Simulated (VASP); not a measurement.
# MgV4 (I4/mmm) in VASP: reference runs

How does MgV4 come out in PBE? The cell is run as given.

All numbers are computed with VASP 6.6.1; they aren't measurements. Logs are shortened: lines on timing, memory, paths and dates and some standing lists are left out, and cuts for length are marked.

## (1) The structure

It takes space group I4/mmm (No. 139, tetragonal). The conventional cell has a = 4.043 Å, b = 4.043 Å, c = 7.701 Å, α = 90.00°, β = 90.00°, γ = 90.00°. Mg (site symmetry 4/mmm) is surrounded by 6 V at 1.88 to 2.02 Å. Around V (site symmetry 4mm) lie 1 Mg at 1.88 Å. V (site symmetry mmm) is surrounded by 2 Mg at 2.02 Å.

The cell was built by a generator and needn't be a form met in nature.

## (2) Single point, PBE, collinear spin, ferromagnetic start

Input file INCAR:

```
PREC = Accurate
ENCUT = 520
EDIFF = 1E-7
ISMEAR = -1
SIGMA = 0.05
LREAL = False
LASPH = True
NELM = 120
ALGO = Normal
ISIF = 2
LWAVE = False
LCHARG = True
ISPIN = 2
MAGMOM = 0 2 2 2 2
LORBIT = 11
LMAXMIX = 4
GGA = PE
LELF = True
LVHAR = True
NBANDS = 39
```

Input file KPOINTS:

```
Automatic mesh
0
Gamma
  9 9 9
```

Input file POSCAR:

```
MgV4
1.0
   -2.0213199100      2.0213199100      3.8506735400
    2.0213199100     -2.0213199100      3.8506735400
    2.0213199100      2.0213199100     -3.8506735400
Mg V
1 4
Direct
    0.0000000000      0.0000000000      0.0000000000
    0.7556089200      0.7556089200      0.0000000000
    0.5000000000      0.0000000000      0.5000000000
    0.0000000000      0.5000000000      0.5000000000
    0.2443910800      0.2443910800      0.0000000000
```

Potentials or basis: VASP PAW PBE potentials, release 64 (Mg, V_sv).

Launch:

```
$ cat potpaw_PBE.64/Mg/POTCAR potpaw_PBE.64/V_sv/POTCAR > POTCAR
$ mpirun -np 1 vasp_std > vasp.out
```

OUTCAR:

```text
PREC = Accurate
   ENCUT = 520
   EDIFF = 1E-7
   ISMEAR = -1
   LREAL = False
   LASPH = True
   NELM = 120
   ISIF = 2
   ISPIN = 2
   LORBIT = 11
   GGA = PE

 ion  position               nearest neighbor table
   1  0.000  0.000  0.000-   2 1.88   5 1.88   4 2.02   3 2.02   4 2.02   3 2.02
   2  0.756  0.756  0.000-   1 1.88   4 2.76   3 2.76   3 2.76   4 2.76   3 2.82   4 2.82   3 2.82
                             4 2.82   5 2.86   5 2.86   5 2.86   5 2.86
   3  0.500  0.000  0.500-   1 2.02   1 2.02   2 2.76   5 2.76   5 2.76   2 2.76   2 2.82   5 2.82
                             5 2.82   2 2.82   4 2.86   4 2.86   4 2.86   4 2.86
   4  0.000  0.500  0.500-   1 2.02   1 2.02   2 2.76   5 2.76   5 2.76   2 2.76   2 2.82   5 2.82
                             2 2.82   5 2.82   3 2.86   3 2.86   3 2.86   3 2.86
   5  0.244  0.244  0.000-   1 1.88   3 2.76   4 2.76   4 2.76   3 2.76   3 2.82   4 2.82   3 2.82
                             4 2.82   2 2.86   2 2.86   2 2.86   2 2.86

  LATTYP: Found a body centered tetragonal cell.
 ALAT       =     4.0426398200
 C/A-ratio  =     1.9050292440

  Lattice vectors:

 A1 = (  -2.0213199100,   2.0213199100,   3.8506735400)
 A2 = (   2.0213199100,  -2.0213199100,   3.8506735400)
 A3 = (   2.0213199100,   2.0213199100,  -3.8506735400)

Analysis of symmetry for initial positions (statically):
=====================================================================
 Subroutine PRICEL returns:
 Original cell was already a primitive cell.

 Routine SETGRP: Setting up the symmetry group for a
 body centered tetragonal supercell.

 Subroutine GETGRP returns: Found 16 space group operations
 (whereof 16 operations were pure point group operations)
 out of a pool of 16 trial point group operations.

The static configuration has the point symmetry D_4h.

Analysis of symmetry for dynamics (positions and initial velocities):
=====================================================================
 Subroutine PRICEL returns:
 Original cell was already a primitive cell.

 Routine SETGRP: Setting up the symmetry group for a
 body centered tetragonal supercell.

 Subroutine GETGRP returns: Found 16 space group operations
 (whereof 16 operations were pure point group operations)
 out of a pool of 16 trial point group operations.

The dynamic configuration has the point symmetry D_4h.

Analysis of structural, dynamic, and magnetic symmetry:
=====================================================================
 Subroutine PRICEL returns:
 Original cell was already a primitive cell.

 Routine SETGRP: Setting up the symmetry group for a
 body centered tetragonal supercell.

 Subroutine GETGRP returns: Found 16 space group operations
 (whereof 16 operations were pure point group operations)
 out of a pool of 16 trial point group operations.

The overall configuration has the point symmetry D_4h.

 Subroutine INISYM returns: Found 16 space group operations
 (whereof 16 operations are pure point group operations),
 and found     1 'primitive' translations

----------------------------------------------------------------------------------------

                                     Primitive cell

  volume of cell :      62.9313

  direct lattice vectors                    reciprocal lattice vectors
    -2.021319910  2.021319910  3.850673540     0.000000000  0.247363120  0.129847414
     2.021319910 -2.021319910  3.850673540     0.247363120  0.000000000  0.129847414
     2.021319910  2.021319910 -3.850673540     0.247363120  0.247363120  0.000000000

  length of vectors
     4.795743432  4.795743432  4.795743432     0.279372268  0.279372268  0.349824280

  position of ions in fractional coordinates (direct lattice)
     0.000000000  0.000000000  0.000000000
     0.755608920  0.755608920  0.000000000
     0.500000000  0.000000000  0.500000000
     0.000000000  0.500000000  0.500000000
     0.244391080  0.244391080  0.000000000

  ion indices of the primitive-cell ions
   primitive index   ion index
                 1           1
                 2           2
                 3           3
                 4           4
                 5           5

----------------------------------------------------------------------------------------

 KPOINTS: Automatic mesh

Automatic generation of k-mesh.
 Grid dimensions read from file:
 generate k-points for:    9    9    9

 Generating k-lattice:

  Cartesian coordinates                     Fractional coordinates (reciprocal lattice)
     0.000000000  0.027484791  0.014427490     0.111111111  0.000000000  0.000000000
     0.027484791  0.000000000  0.014427490     0.000000000  0.111111111  0.000000000
     0.027484791  0.027484791  0.000000000     0.000000000  0.000000000  0.111111111

  Length of vectors
     0.031041363  0.031041363  0.038869364

  Shift w.r.t. Gamma in fractional coordinates (k-lattice)
     0.000000000  0.000000000  0.000000000

 Subroutine IBZKPT returns following result:
 ===========================================

 Found     75 irreducible k-points:

 Following reciprocal coordinates:
            Coordinates               Weight
  0.000000  0.000000  0.000000      1.000000
  0.111111  0.000000  0.000000      8.000000
  0.222222 -0.000000  0.000000      8.000000
  0.333333 -0.000000  0.000000      8.000000
  0.444444 -0.000000  0.000000      8.000000
  0.111111  0.111111  0.000000      8.000000
[... 16 lines left out ...]
 -0.333333  0.333333  0.000000      4.000000
  0.444444  0.444444  0.000000      8.000000
 [... further k-points ...]
   k-points           NKPTS =     75   k-points in BZ     NKDIM =     75   number of bands    NBANDS=     39
   number of dos      NEDOS =    301   number of ions     NIONS =      5
   total plane-waves  NPLWV =  46656
   dimension x,y,z NGX =    36 NGY =   36 NGZ =   36
   dimension x,y,z NGXF=    72 NGYF=   72 NGZF=   72
   ions per type =               1   4
   NGX,Y,Z   is equivalent  to a cutoff of  12.48, 12.48, 12.48 a.u.
   NGXF,Y,Z  is equivalent  to a cutoff of  24.96, 24.96, 24.96 a.u.
 SYSTEM =  unknown system
   PREC   = accura    normal or accurate (medium, high low for compatibility)
   ISTART =      0    job   : 0-new  1-cont  2-samecut
   ICHARG =      2    charge: 1-file 2-atom 10-const
   ISPIN  =      2    spin polarized calculation?
   LNONCOLLINEAR =      F non collinear calculations
   LSORBIT =      F    spin-orbit coupling
   LASPH  =      T    aspherical Exc in radial PAW
   ENCUT  =  520.0 eV  38.22 Ry    6.18 a.u.   8.92  8.92  8.92*2*pi/ulx,y,z
   NELM   =    120;   NELMIN=  2; NELMDL= -5     # of ELM steps
   EDIFF  = 0.1E-06   stopping-criterion for ELM
   LREAL  =      F    real-space projection
   EDIFFG = 0.1E-05   stopping-criterion for IOM
   NSW    =      0    number of steps for IOM
   IBRION =     -1    ionic relax: 0-MD 1-quasi-New 2-CG
   NFREE  =      0    steps in history (QN), initial steepest desc. (CG)
   ISIF   =      2    stress and relaxation
   ISYM   =      2    0-nonsym 1-usesym 2-fastsym
   POTIM  = 0.5000    time-step for ionic-motion
   TEBEG  =    0.0;   TEEND  =   0.0 temperature during run
   PSTRESS=    0.0 pullay stress
   NELECT =      54.0000    total number of electrons
   NUPDOWN=      -1.0000    fix difference up-down
   EMIN   =  10.00;   EMAX   =-10.00  energy-range for DOS
   EFERMI =   0.00;   METHOD = LEGACY
   ISMEAR =    -1;   SIGMA  =   0.05  broadening in eV -4-tet -1-fermi 0-gaus
   EFERMI_NEDOS =   21; number of points for ismear=-14 and -15
   IALGO  =     38    algorithm
   IMIX   =      4    mixing-type and parameters
     AMIX     =   0.40;   BMIX     =  1.00
     AMIX_MAG =   1.60;   BMIX_MAG =  1.00
  volume/ion in A,a.u.               =      12.59        84.94
  Fermi-wavevector in a.u.,A,eV,Ry     =   1.555669  2.939788 32.927535  2.420106
  Thomas-Fermi vector in A             =   2.659576
   LORBIT       =     11    0 simple, 1 ext, 2 COOP (PROOUT), +10 PAW based schemes
   GGA     = PE    functional components
   LHFCALC =     F    Hartree Fock is set to
   AEXX    =    0.0000 exact exchange contribution
   IVDW    =     0    specifies the selected vdW correction
   LEPSILON=     F    determine dielectric tensor
   LRPA    =     F    only Hartree local field effects (RPA)
 spin polarized calculation
  energy-cutoff  :      520.00
  volume of cell :       62.93
 maximum number of plane-waves:      1718
   NGX = 17   NGY = 17   NGZ = 17

 number of electron      54.0000002 magnetization       0.0000050

 Free energy of the ion-electron system (eV)
  ---------------------------------------------------
  ext. energy  EPLUGINS =         0.00000000
  ---------------------------------------------------
  free energy    TOTEN  =       -23.36413268 eV

  energy without entropy =      -23.30785086  energy(sigma->0) =      -23.33599177

 E-fermi :   9.5542     XC(G=0): -12.6675

 val. band max:        9.5459880951   @ k =  -0.3333   0.3333   0.2222
 cond. band min:       9.5620383763   @ k =   0.3333   0.3333   0.1111
 fundamental gap:      0.0160502813
 Fermi energy:         9.5542240347

 spin component 1

 k-point     1 :       0.0000    0.0000    0.0000
  band No.  band energies     occupation
      1     -54.4490      1.00000
      2     -54.3551      1.00000
      3     -54.2112      1.00000
      4     -54.1803      1.00000
      5     -28.5687      1.00000
      6     -28.4678      1.00000
[... 31 lines left out ...]
     38      12.4491      0.00000
     39      16.8313      0.00000

 k-point     2 :       0.1111    0.0000    0.0000
  band No.  band energies     occupation
      1     -54.4451      1.00000
      2     -54.3570      1.00000
      3     -54.2109      1.00000
      4     -54.1814      1.00000
      5     -28.5620      1.00000
      6     -28.4843      1.00000
[... 913 lines left out ...]
     38      13.3060      0.00000
     39      13.5991      0.00000

 k-point    24 :       0.4444    0.4444    0.0000
  band No.  band energies     occupation
      1     -54.3973      1.00000
      2     -54.3822      1.00000
      3     -54.1992      1.00000
      4     -54.1981      1.00000
      5     -28.6768      1.00000
      6     -28.4560      1.00000
[... 31 lines left out ...]
     38      12.3684      0.00000
     39      13.1103      0.00000

 [... further k-points ...]

 spin component 2

 k-point     1 :       0.0000    0.0000    0.0000
  band No.  band energies     occupation
      1     -54.4490      1.00000
      2     -54.3551      1.00000
      3     -54.2112      1.00000
      4     -54.1803      1.00000
      5     -28.5688      1.00000
      6     -28.4678      1.00000
[... 31 lines left out ...]
     38      12.4491      0.00000
     39      16.8313      0.00000

 k-point     2 :       0.1111    0.0000    0.0000
  band No.  band energies     occupation
      1     -54.4451      1.00000
      2     -54.3571      1.00000
      3     -54.2109      1.00000
      4     -54.1814      1.00000
      5     -28.5620      1.00000
      6     -28.4844      1.00000
[... 913 lines left out ...]
     38      13.3060      0.00000
     39      13.5991      0.00000

 k-point    24 :       0.4444    0.4444    0.0000
  band No.  band energies     occupation
      1     -54.3973      1.00000
      2     -54.3822      1.00000
      3     -54.1992      1.00000
      4     -54.1981      1.00000
      5     -28.6768      1.00000
      6     -28.4560      1.00000
[... 31 lines left out ...]
     38      12.3684      0.00000
     39      13.0997      0.00000

 [... further k-points ...]
[... 5 lines left out ...]
  --------------------------------------------------------------------------------------
  -------------------------------------------------------------------------------------
  Total       21.8263061     21.8263061     28.2144255      0.0000000      0.0000000      0.0000000
  in kB      555.6790505    555.6790505    718.3150962      0.0000000      0.0000000      0.0000000
  external PRESSURE =     609.8910657 kB  Pullay stress =       0.0000000 kB

 VOLUME and BASIS-vectors are now :
 -----------------------------------------------------------------------------
  energy-cutoff  :      520.00
  volume of cell :       62.93
      direct lattice vectors                 reciprocal lattice vectors
    -2.021319910  2.021319910  3.850673540     0.000000000  0.247363120  0.129847414
     2.021319910 -2.021319910  3.850673540     0.247363120  0.000000000  0.129847414
     2.021319910  2.021319910 -3.850673540     0.247363120  0.247363120  0.000000000

 POSITION                                       TOTAL-FORCE (eV/Angst)
 -----------------------------------------------------------------------------------
      0.00000      0.00000      0.00000         0.000000      0.000000      0.000000
      0.00000      0.00000      5.81921        -0.000000     -0.000000     -9.820100
      0.00000      2.02132      0.00000         0.000000      0.000000      0.000000
      2.02132      0.00000      0.00000         0.000000      0.000000      0.000000
      0.00000      0.00000      1.88214         0.000000      0.000000      9.820100
 -----------------------------------------------------------------------------------
    total drift:                                0.000000      0.000000     -0.000000

  FREE ENERGIE OF THE ION-ELECTRON SYSTEM (eV)
  ---------------------------------------------------
  free  energy   TOTEN  =       -23.3641326797 eV

  energy  without entropy=      -23.3078508554  energy(sigma->0) =      -23.33599177

 total charge

# of ion       s       p       d       tot
------------------------------------------
    1        0.521   0.464   0.241   1.226
    2        2.323   6.223   3.135  11.681
    3        2.344   6.253   3.242  11.839
    4        2.344   6.253   3.242  11.839
    5        2.323   6.223   3.135  11.681
--------------------------------------------------
tot          9.855  25.417  12.994  48.265

 magnetization (x)

# of ion       s       p       d       tot
------------------------------------------
    1       -0.000  -0.000  -0.000  -0.000
    2        0.000  -0.000  -0.000  -0.000
    3       -0.000   0.000   0.000   0.000
    4       -0.000   0.000   0.000   0.000
    5        0.000  -0.000  -0.000  -0.000
--------------------------------------------------
tot         -0.000   0.000  -0.000  -0.000
```

Wall time 4.5 min (1 thread of Intel Xeon 6975P-C (Granite Rapids), shared host); peak memory 0.42 GiB.

What came out:

```
Free energy                                           : -23.3641 eV
Pressure                                              : 61.0 GPa
Largest force                                         : 9.820 eV/Å
Band gap on the k mesh                                : none (metal or under the smearing width)
Net moment                                            : 0.00 μB per cell
Valence electrons inside the program's atomic spheres : Mg 1.23; V 11.68, 11.84
```

Forces in eV/Å, atoms in the order of the input:
```
Mg   0.000  0.000  0.000
V    0.000  0.000 -9.820
V    0.000  0.000  0.000
V    0.000  0.000  0.000
V    0.000  0.000  9.820
```

Levels at points of the mesh, in eV from the Fermi level:
Spin up:
| k point | band 24 | band 25 | band 26 | band 27 | band 28 | band 29 | band 30 | band 31 |
| --- | --- | --- | --- | --- | --- | --- | --- | --- |
| (0.00, 0.00, 0.00) | -1.49 | -1.49 | -0.11 | -0.11 | 0.25 | 0.72 | 1.01 | 1.33 |
Spin down:
```csv
k point,band 25,band 26,band 27,band 28,band 29,band 30
"(0.00, 0.00, 0.00)",-1.49,-0.11,-0.11,0.25,0.72,1.01
```

Caveat: a pressure of tens of GPa on the cell as given is suspect, and the run, the potentials or the cell itself is likely at fault; forces of over 1 eV/Å show positions far from the minimum, so gaps and moduli don't describe the material at rest.
